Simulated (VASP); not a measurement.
Input:

```
CELL_PARAMETERS angstrom
      0.00000     2.41951     2.41951
      2.41951     0.00000     2.41951
      2.41951     2.41951     0.00000
ATOMIC_POSITIONS crystal
  Cd 0.00000 0.00000 0.00000
  O  0.50000 0.50000 0.50000
```

Method: RPBE GGA, VASP's PBE PAW potentials (set 64) (plane waves; VASP). Run with 520 eV cut-off, Gaussian smearing of 0.050 eV, potentials Cd O.

### Question
Predict the band gap (along the path) with the smallest direct gap where there is one.

### Answer

* **band gap (along the path)**: none (metal, semimetal or under 0.01 eV)

The absolute energy has meaning only against runs of the same code, potentials and settings.

The compound is CdO in the rock salt structure. It was relaxed first, which changed the volume by +9 %.
